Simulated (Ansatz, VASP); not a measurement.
**KBr in two plane-wave programs**

One calculation is typed for both programs; each brings its own data sets. How far apart do they land? The cell is taken from a series of runs on this material, whose earlier steps may have relaxed, scaled, displaced or heated it; both programs get it as it stands.

Main program and level: Ansatz 0.2.0; plane waves, with VASP 6.6.1 beside it; zone-centre phonons at PBE.

**1. Starting point**

The structure is cubic, space group Fm-3m (No. 225). Conventional cell: a = 6.706 Å, b = 6.706 Å, c = 6.706 Å, α = 90.00°, β = 90.00°, γ = 90.00°. Nearest to K lie 6 Br at 3.35 Å. Nearest to Br lie 6 K at 3.35 Å. Farther neighbours and most contacts between anions are not listed.

Coordinates:

```
K Br
1.0
     0.00000    3.35285    3.35285
     3.35285    0.00000    3.35285
     3.35285    3.35285    0.00000
K Br
1 1
Direct
  0.00000 0.00000 0.00000
  0.50000 0.50000 0.50000
```

**2. VASP: zone-centre phonons, PBE**

Second derivatives magnify differences that forces hide, and they need a tight electronic threshold.

Lines of VASP's logs that name or quote its potential files are left out, and so is its time.

INCAR

```
SYSTEM = KBr
PREC = Accurate
ENCUT = 500
EDIFF = 1E-08
NELM = 120
ISMEAR = 0
SIGMA = 0.01
LREAL = .FALSE.
ALGO = Normal
GGA = PE
NBANDS = 14
LORBIT = 11
LWAVE = .FALSE.
LCHARG = .FALSE.
ISIF = 2
IBRION = 8
LEPSILON = .TRUE.
LASPH = .TRUE.
GGA_COMPAT = .FALSE.
EFERMI = MIDGAP
```

POSCAR

```
KBr
1.0
    0.0000000000      3.3528531246      3.3528531246
    3.3528531246      0.0000000000      3.3528531246
    3.3528531246      3.3528531246      0.0000000000
K Br
1 1
Direct
    0.0000000000      0.0000000000      0.0000000000
    0.5000000000      0.5000000000      0.5000000000
```

KPOINTS

```
Automatic mesh
0
Gamma
8 8 8
0 0 0
```

PAW data sets: K_sv and Br (PBE family, release 64).

Launch:

```
mpirun -np 1 vasp_std
```

Numbers of over 12 decimals in the logs are rounded to 6 here.

Output:

```text
[banner, memory and clock lines left out]
running    1 mpi-ranks, on    1 nodes
 distrk:  each k-point on    1 cores,    1 groups
 distr:  one band on    1 cores,    1 groups

 POSCAR found type information on POSCAR K Br
 POSCAR found :  2 types and       2 ions
 LDA part: xc-table for (Slater+PW92), standard interpolation
 POSCAR, INCAR and KPOINTS ok, starting setup
 FFT: planning ... GRIDC
 FFT: planning ... GRID_SOFT
 FFT: planning ... GRID
 WAVECAR not read
 entering main loop
       N       E                     dE             d eps       ncg     rms          rms(c)
DAV:   1     0.993452660971E+02    0.99345E+02   -0.68088E+03   812   0.976E+02
DAV:   2    -0.727078484547E-01   -0.99418E+02   -0.93643E+02  1020   0.236E+02
DAV:   3    -0.613566495768E+01   -0.60630E+01   -0.60332E+01  1118   0.530E+01
DAV:   4    -0.640669278358E+01   -0.27103E+00   -0.27090E+00  1326   0.918E+00
DAV:   5    -0.640789825476E+01   -0.12055E-02   -0.12054E-02  1088   0.700E-01    0.288E+00
DAV:   6    -0.622546707129E+01    0.18243E+00   -0.25720E-01   998   0.240E+00    0.209E+00
DAV:   7    -0.621257938804E+01    0.12888E-01   -0.12251E-01  1076   0.187E+00    0.990E-01
DAV:   8    -0.622236228939E+01   -0.97829E-02   -0.14451E-02   968   0.883E-01    0.122E-01
DAV:   9    -0.622313495904E+01   -0.77267E-03   -0.90514E-04  1100   0.186E-01    0.810E-02
DAV:  10    -0.622351468410E+01   -0.37973E-03   -0.42638E-04   854   0.127E-01    0.163E-02
DAV:  11    -0.622352217934E+01   -0.74952E-05   -0.25544E-05  1130   0.275E-02    0.451E-03
DAV:  12    -0.622352512664E+01   -0.29473E-05   -0.43516E-06   842   0.149E-02    0.423E-03
DAV:  13    -0.622352528545E+01   -0.15881E-06   -0.54889E-07  1106   0.387E-03    0.717E-04
DAV:  14    -0.622352534562E+01   -0.60176E-07   -0.13215E-07   848   0.243E-03    0.459E-04
DAV:  15    -0.622352534463E+01    0.99681E-09   -0.24533E-09   828   0.348E-04
   1 F= -.62235253E+01 E0= -.62235253E+01  d E =0.000000E+00
 Linear response reoptimize wavefunctions to high precision
DAV:   1    -0.622352536262E+01   -0.17995E-07   -0.28878E-09   952   0.274E-04
DAV:   2    -0.622352536265E+01   -0.25466E-10   -0.58115E-11   484   0.523E-05
 Linear response G [H, r] |phi>, progress :
  Direction:   1
       N       E                     dE             d eps       ncg     rms
RMM:   1    -0.560672401575E+02   -0.56067E+02    0.35767E+02  1601   0.977E+01
RMM:   2    -0.578648327990E+02   -0.17976E+01   -0.62304E+00  1540   0.189E+01
RMM:   3    -0.581949467851E+02   -0.33011E+00   -0.17765E+00  1837   0.586E+00
RMM:   4    -0.582419636943E+02   -0.47017E-01   -0.38183E-01  1908   0.196E+00
RMM:   5    -0.582526848313E+02   -0.10721E-01   -0.89816E-02  1909   0.863E-01
RMM:   6    -0.582547656196E+02   -0.20808E-02   -0.23816E-02  1920   0.400E-01
RMM:   7    -0.582552938224E+02   -0.52820E-03   -0.69416E-03  1945   0.200E-01
RMM:   8    -0.582556051970E+02   -0.31137E-03    0.21926E-02  1972   0.910E-02
RMM:   9    -0.582556393170E+02   -0.34120E-04    0.80605E-03  1965   0.457E-02
RMM:  10    -0.582556567431E+02   -0.17426E-04    0.52517E-03  1969   0.246E-02
RMM:  11    -0.582556617656E+02   -0.50225E-05    0.27976E-03  1925   0.119E-02
RMM:  12    -0.582556632362E+02   -0.14707E-05    0.23579E-03  1865   0.720E-03
RMM:  13    -0.582556636034E+02   -0.36712E-06    0.24399E-03  1798   0.452E-03
RMM:  14    -0.582556635628E+02    0.40591E-07    0.22285E-03  1619   0.303E-03
RMM:  15    -0.582556634703E+02    0.92471E-07    0.23303E-03  1433   0.217E-03
RMM:  16    -0.582556632488E+02    0.22149E-06    0.22228E-03  1285   0.172E-03
RMM:  17    -0.582556635055E+02   -0.25664E-06    0.22086E-03  1191   0.148E-03
RMM:  18    -0.582556633339E+02    0.17158E-06    0.22509E-03  1153   0.134E-03
RMM:  19    -0.582556634238E+02   -0.89973E-07    0.22622E-03  1114   0.125E-03
RMM:  20    -0.582556633136E+02    0.11022E-06    0.22843E-03  1083   0.120E-03
RMM:  21    -0.582556632316E+02    0.82042E-07    0.22638E-03  1048   0.117E-03
RMM:  22    -0.582556630808E+02    0.15076E-06    0.22953E-03  1019   0.115E-03
 Linear response G [H, r] |phi>, progress :
  Direction:   2
       N       E                     dE             d eps       ncg     rms
RMM:   1    -0.541210881931E+02   -0.54121E+02    0.37522E+02  1619   0.995E+01
RMM:   2    -0.561788105560E+02   -0.20577E+01   -0.56234E+00  1531   0.188E+01
RMM:   3    -0.564355758635E+02   -0.25677E+00   -0.13507E+00  1826   0.553E+00
RMM:   4    -0.564733078393E+02   -0.37732E-01   -0.28684E-01  1896   0.179E+00
RMM:   5    -0.564816930237E+02   -0.83852E-02   -0.72993E-02  1899   0.795E-01
RMM:   6    -0.564833830734E+02   -0.16900E-02   -0.21007E-02  1938   0.366E-01
RMM:   7    -0.564839061140E+02   -0.52304E-03   -0.41672E-03  1937   0.182E-01
RMM:   8    -0.564840649520E+02   -0.15884E-03    0.53946E-03  1959   0.913E-02
RMM:   9    -0.564841211930E+02   -0.56241E-04    0.20617E-03  1959   0.427E-02
[...]
RMM:   4    -0.316708067087E+00   -0.29214E-03   -0.58537E-04  1838   0.774E-02
RMM:   5    -0.316745901035E+00   -0.37834E-04   -0.94129E-05  1815   0.298E-02
RMM:   6    -0.316752562147E+00   -0.66611E-05   -0.21825E-05  1742   0.122E-02
RMM:   7    -0.316753741433E+00   -0.11793E-05    0.22153E-05  1731   0.540E-03
RMM:   8    -0.316753976960E+00   -0.23553E-06   -0.28193E-05  1718   0.225E-03
[...]
Linear response to external field, progress :
  Direction:   2
       N       E                     dE             d eps       ncg     rms          rms(c)
RMM:   1    -0.348463605845E+00   -0.34846E+00   -0.73261E-01  3646   0.325E+00
RMM:   2    -0.363908828899E+00   -0.15445E-01   -0.41256E-02  3561   0.807E-01    0.137E+00
RMM:   3    -0.325044697346E+00    0.38864E-01   -0.68724E-02  3129   0.128E+00    0.657E-01
RMM:   4    -0.341353582538E+00   -0.16309E-01   -0.56573E-02  3226   0.107E+00    0.184E-01
RMM:   5    -0.358901455638E+00   -0.17548E-01   -0.34799E-03  3395   0.358E-01    0.296E-02
RMM:   6    -0.361316838106E+00   -0.24154E-02   -0.13723E-03  3808   0.152E-01    0.244E-02
RMM:   7    -0.362197096877E+00   -0.88026E-03   -0.22947E-04  3707   0.671E-02    0.148E-02
RMM:   8    -0.362530509950E+00   -0.33341E-03   -0.11437E-04  3825   0.353E-02    0.584E-03
RMM:   9    -0.362604387548E+00   -0.73878E-04   -0.42975E-05  3788   0.195E-02    0.167E-03
RMM:  10    -0.362606707702E+00   -0.23202E-05   -0.21516E-05  4125   0.895E-03    0.127E-03
RMM:  11    -0.362607080683E+00   -0.37298E-06   -0.14010E-05  3981   0.353E-03    0.129E-03
RMM:  12    -0.362607194619E+00   -0.11394E-06   -0.35669E-06  4008   0.159E-03    0.127E-03
RMM:  13    -0.362605321830E+00    0.18728E-05   -0.19050E-06  3952   0.702E-04    0.131E-03
 change of polarisation eV/A/(eV/A) component  2 :     0.045     0.624    -0.017
 dielectric tensor                  component  2 :     0.109     2.497    -0.040
 Linear response to external field, progress :
  Direction:   3
       N       E                     dE             d eps       ncg     rms          rms(c)
RMM:   1    -0.348466238177E+00   -0.34847E+00   -0.73264E-01  3640   0.325E+00
RMM:   2    -0.363905954397E+00   -0.15440E-01   -0.41242E-02  3558   0.806E-01    0.137E+00
RMM:   3    -0.325044205216E+00    0.38862E-01   -0.68722E-02  3125   0.128E+00    0.657E-01
RMM:   4    -0.341353525794E+00   -0.16309E-01   -0.56573E-02  3229   0.107E+00    0.184E-01
RMM:   5    -0.358902202945E+00   -0.17549E-01   -0.34798E-03  3386   0.358E-01    0.296E-02
RMM:   6    -0.361316549464E+00   -0.24143E-02   -0.13728E-03  3798   0.152E-01    0.244E-02
RMM:   7    -0.362196217916E+00   -0.87967E-03   -0.23882E-04  3696   0.670E-02    0.148E-02
RMM:   8    -0.362530038611E+00   -0.33382E-03   -0.11663E-04  3823   0.352E-02    0.579E-03
RMM:   9    -0.362604273026E+00   -0.74234E-04   -0.33645E-05  3780   0.195E-02    0.168E-03
RMM:  10    -0.362606536245E+00   -0.22632E-05   -0.10799E-05  4114   0.893E-03    0.125E-03
RMM:  11    -0.362606991699E+00   -0.45545E-06    0.81235E-07  3982   0.359E-03    0.125E-03
RMM:  12    -0.362606881936E+00    0.10976E-06   -0.48354E-07  3988   0.160E-03    0.124E-03
RMM:  13    -0.362603876318E+00    0.30056E-05    0.39244E-07  3777   0.774E-04    0.145E-03
 change of polarisation eV/A/(eV/A) component  3 :    -0.002     0.023     0.624
 dielectric tensor                  component  3 :    -0.004     0.056     2.497
 Linear response DOF=           2
 Linear response progress:
  Degree of freedom:   1/  2
       N       E                     dE             d eps       ncg     rms          rms(c)
RMM:   1    -0.313809436444E+00   -0.31381E+00    0.19409E-01  2574   0.389E+00
RMM:   2    -0.315561939801E+00   -0.17525E-02   -0.26487E-02  2921   0.979E-01    0.333E-02
RMM:   3    -0.317688188625E+00   -0.21262E-02   -0.42898E-03  3497   0.317E-01    0.354E-02
RMM:   4    -0.317893299699E+00   -0.20511E-03   -0.26579E-04  3603   0.765E-02    0.329E-02
RMM:   5    -0.318023689328E+00   -0.13039E-03   -0.55118E-05  3403   0.377E-02    0.559E-03
RMM:   6    -0.318039974712E+00   -0.16285E-04   -0.10050E-05  3633   0.165E-02    0.446E-03
RMM:   7    -0.318028107373E+00    0.11867E-04   -0.28843E-06  3730   0.730E-03    0.165E-03
RMM:   8    -0.318032467872E+00   -0.43605E-05   -0.26047E-06  3648   0.369E-03    0.419E-04
RMM:   9    -0.318035214568E+00   -0.27467E-05   -0.13651E-06  3976   0.168E-03    0.214E-04
RMM:  10    -0.318034564829E+00    0.64974E-06    0.26368E-08  3868   0.722E-04    0.106E-04
RMM:  11    -0.318034186746E+00    0.37808E-06    0.41955E-07  4067   0.343E-04    0.487E-05
RMM:  12    -0.318034039108E+00    0.14764E-06    0.59964E-08  4066   0.162E-04    0.285E-05
RMM:  13    -0.318033983477E+00    0.55632E-07    0.96572E-08  3987   0.812E-05    0.548E-06
RMM:  14    -0.318033997988E+00   -0.14511E-07    0.82625E-08  4078   0.461E-05    0.619E-06
RMM:  15    -0.318033960741E+00    0.37247E-07    0.29632E-08  3612   0.300E-05    0.808E-07
RMM:  16    -0.318033972061E+00   -0.11320E-07    0.19921E-08  3856   0.192E-05    0.246E-06
RMM:  17    -0.318033976923E+00   -0.48623E-08    0.13007E-08  3300   0.132E-05    0.407E-06
 first order change of Fermi-energy  -0.15990E-03
 force on displaced ion       1 direction 1 :  -0.981   0.000   0.000
 Born effective charge ion    1 direction 1 :   1.136   0.000   0.000
 Linear response progress:
  Degree of freedom:   2/  2
       N       E                     dE             d eps       ncg     rms          rms(c)
RMM:   1    -0.145796792865E+00   -0.14580E+00    0.74054E-02  3521   0.161E+00
RMM:   2    -0.144753317480E+00    0.10435E-02   -0.21104E-03  2783   0.252E-01    0.507E-02
RMM:   3    -0.145237758341E+00   -0.48444E-03   -0.17350E-04  3142   0.621E-02    0.254E-02
RMM:   4    -0.145850082237E+00   -0.61232E-03   -0.87642E-05  3079   0.408E-02    0.862E-03
RMM:   5    -0.145921724684E+00   -0.71642E-04   -0.16346E-05  3415   0.165E-02    0.509E-03
RMM:   6    -0.145916088336E+00    0.56363E-05   -0.23611E-06  3494   0.577E-03    0.218E-03
RMM:   7    -0.145910017987E+00    0.60703E-05   -0.61684E-07  3617   0.224E-03    0.802E-04
RMM:   8    -0.145907626233E+00    0.23918E-05    0.68368E-06  3604   0.104E-03    0.106E-04
RMM:   9    -0.145907537574E+00    0.88658E-07    0.41203E-06  3853   0.414E-04    0.388E-05
RMM:  10    -0.145907256335E+00    0.28124E-06    0.36106E-06  3845   0.180E-04    0.232E-05
RMM:  11    -0.145907301753E+00   -0.45418E-07    0.60293E-07  3935   0.813E-05    0.962E-06
RMM:  12    -0.145907287261E+00    0.14492E-07    0.14351E-07  3855   0.416E-05    0.351E-06
RMM:  13    -0.145907278565E+00    0.86961E-08    0.36757E-08  3923   0.200E-05    0.182E-06
 first order change of Fermi-energy   0.37073E-03
 force on displaced ion       2 direction 1 :  -0.998   0.000   0.000
 Born effective charge ion    2 direction 1 :  -1.136   0.000   0.000
 Born effective charges drift removed
 Linear response finished
```

OUTCAR, selected parts (step 2):

```text
ion  position               nearest neighbor table
   1  0.000  0.000  0.000-
   2  0.500  0.500  0.500-

  LATTYP: Found a face centered cubic cell.
 ALAT       =     6.7057062492

 Subroutine GETGRP returns: Found 48 space group operations
 (whereof 48 operations were pure point group operations)

The static configuration has the point symmetry O_h .

 Found     29 irreducible k-points:

   k-points           NKPTS =     29   k-points in BZ     NKDIM =     29   number of bands    NBANDS=     14

   dimension x,y,z NGX =    36 NGY =   36 NGZ =   36
   dimension x,y,z NGXF=    72 NGYF=   72 NGZF=   72

   ENCUT  =  500.0 eV  36.75 Ry    6.06 a.u.   8.65  8.65  8.65*2*pi/ulx,y,z

   NELECT =      16.0000    total number of electrons

 k-points in reciprocal lattice and weights: Automatic mesh
   0.00000000  0.00000000  0.00000000       0.002
   0.12500000  0.00000000  0.00000000       0.016
   0.25000000  0.00000000  0.00000000       0.016
   0.37500000  0.00000000  0.00000000       0.016
   0.50000000  0.00000000  0.00000000       0.008
   0.12500000  0.12500000  0.00000000       0.012
   0.25000000  0.12500000  0.00000000       0.047
   0.37500000  0.12500000  0.00000000       0.047
   0.50000000  0.12500000  0.00000000       0.047
[...]
-0.37500000  0.50000000  0.12500000       0.023
  -0.25000000  0.50000000  0.25000000       0.012

 average (electrostatic) potential at core
       1 -37.0915       2 -64.9201

  Total        0.0108011      0.0108011      0.0108011      0.0000000      0.0000000      0.0000000
  in kB        0.2295655      0.2295655      0.2295655      0.0000000      0.0000000      0.0000000
  external PRESSURE =       0.2295655 kB  Pullay stress =       0.0000000 kB

  energy-cutoff  :      500.00
  volume of cell :       75.38
      direct lattice vectors                 reciprocal lattice vectors
     0.000000000  3.352853125  3.352853125    -0.149126723  0.149126723  0.149126723
     3.352853125  0.000000000  3.352853125     0.149126723 -0.149126723  0.149126723
     3.352853125  3.352853125  0.000000000     0.149126723  0.149126723 -0.149126723

 POSITION                                       TOTAL-FORCE (eV/Angst)
 -----------------------------------------------------------------------------------
      0.00000      0.00000      0.00000         0.000000     -0.000000      0.000000
      3.35285      3.35285      3.35285        -0.000000      0.000000     -0.000000
 -----------------------------------------------------------------------------------
    total drift:                                0.000000      0.000000      0.000000

 MACROSCOPIC STATIC DIELECTRIC TENSOR (including local field effects in DFT)
 ------------------------------------------------------
           2.497497     0.000000     0.000000
           0.000000     2.497497    -0.000000
           0.000000    -0.000000     2.497497
 ------------------------------------------------------

 PIEZOELECTRIC TENSOR (including local field effects)  for field in x, y, z        (C/m^2)
          XX          YY          ZZ          XY          YZ          ZX
  --------------------------------------------------------------------------------
  x     0.00000     0.00000     0.00000     0.00000     0.00000     0.00000
  y     0.00000     0.00000     0.00000     0.00000     0.00000     0.00000
  z     0.00000     0.00000     0.00000     0.00000     0.00000     0.00000

 BORN EFFECTIVE CHARGES (including local field effects) (in |e|, cummulative output)
 ---------------------------------------------------------------------------------
 ion    1
    1     1.13846     0.00000     0.00000
    2    -0.00000     1.13846     0.00000
    3     0.00000     0.00000     1.13846
 ion    2
    1    -1.13846    -0.00000     0.00000
    2     0.00000    -1.13846     0.00000
    3     0.00000     0.00000    -1.13846

 Eigenvectors and eigenvalues of the dynamical matrix
 ----------------------------------------------------

   1 f  =    3.031148 THz    19.045262 2PiTHz  101.108202 cm-1    12.535814 meV
             X         Y         Z           dx          dy          dz
      0.000000  0.000000  0.000000    -0.000000   -0.000000    0.817136
      3.352853  3.352853  3.352853    -0.000000   -0.000000   -0.576445

   2 f  =    3.031148 THz    19.045262 2PiTHz  101.108202 cm-1    12.535814 meV
             X         Y         Z           dx          dy          dz
      0.000000  0.000000  0.000000     0.817136    0.000000    0.000000
      3.352853  3.352853  3.352853    -0.576445    0.000000    0.000000

   3 f  =    3.031148 THz    19.045262 2PiTHz  101.108202 cm-1    12.535814 meV
             X         Y         Z           dx          dy          dz
      0.000000  0.000000  0.000000    -0.000000   -0.817136   -0.000000
      3.352853  3.352853  3.352853    -0.000000    0.576445    0.000000

   4 f/i=    0.012050 THz     0.075715 2PiTHz    0.401956 cm-1     0.049836 meV
             X         Y         Z           dx          dy          dz
      0.000000  0.000000  0.000000     0.101637    0.483543   -0.296893
      3.352853  3.352853  3.352853     0.144075    0.685443   -0.420858

   5 f/i=    0.012050 THz     0.075715 2PiTHz    0.401956 cm-1     0.049836 meV
             X         Y         Z           dx          dy          dz
      0.000000  0.000000  0.000000    -0.102833   -0.280926   -0.492742
      3.352853  3.352853  3.352853    -0.145771   -0.398225   -0.698483

   6 f/i=    0.012050 THz     0.075715 2PiTHz    0.401956 cm-1     0.049836 meV
             X         Y         Z           dx          dy          dz
      0.000000  0.000000  0.000000     0.558018   -0.139842   -0.036728
      3.352853  3.352853  3.352853     0.791015   -0.198232   -0.052064

 MACROSCOPIC STATIC DIELECTRIC TENSOR IONIC CONTRIBUTION
 ------------------------------------------------------
           3.143258    -0.000000     0.000000
          -0.000000     3.143258     0.000000
           0.000000     0.000000     3.143258
 ------------------------------------------------------

 ELASTIC MODULI CONTR FROM IONIC RELAXATION (kBar)
 Direction    XX          YY          ZZ          XY          YZ          ZX
 --------------------------------------------------------------------------------
 XX           0.0000      0.0000      0.0000      0.0000      0.0000      0.0000
 YY           0.0000      0.0000      0.0000      0.0000      0.0000      0.0000
 ZZ           0.0000      0.0000      0.0000      0.0000      0.0000      0.0000
 XY           0.0000      0.0000      0.0000      0.0000      0.0000      0.0000
 YZ           0.0000      0.0000      0.0000      0.0000      0.0000      0.0000
 ZX           0.0000      0.0000      0.0000      0.0000      0.0000      0.0000
 --------------------------------------------------------------------------------

 PIEZOELECTRIC TENSOR IONIC CONTR  for field in x, y, z        (C/m^2)
          XX          YY          ZZ          XY          YZ          ZX
  --------------------------------------------------------------------------------
  x     0.00000     0.00000     0.00000     0.00000     0.00000     0.00000
  y     0.00000     0.00000     0.00000     0.00000     0.00000     0.00000
  z     0.00000     0.00000     0.00000     0.00000     0.00000     0.00000
```

(Continued in part 2 of 2.)

[Lines on the potential files, build, host, timing and source positions are cut from VASP's logs without a mark.]

[Logs are printed without paths, hosts, clocks, repeated set-up lines and the standing remarks that a program may print on its own settings, such as how far it seeks lower states.]

[Hosts, paths, dates, database ids (printed as entryN), source tags and the programs' standing remarks are cut or masked in the printed files.]
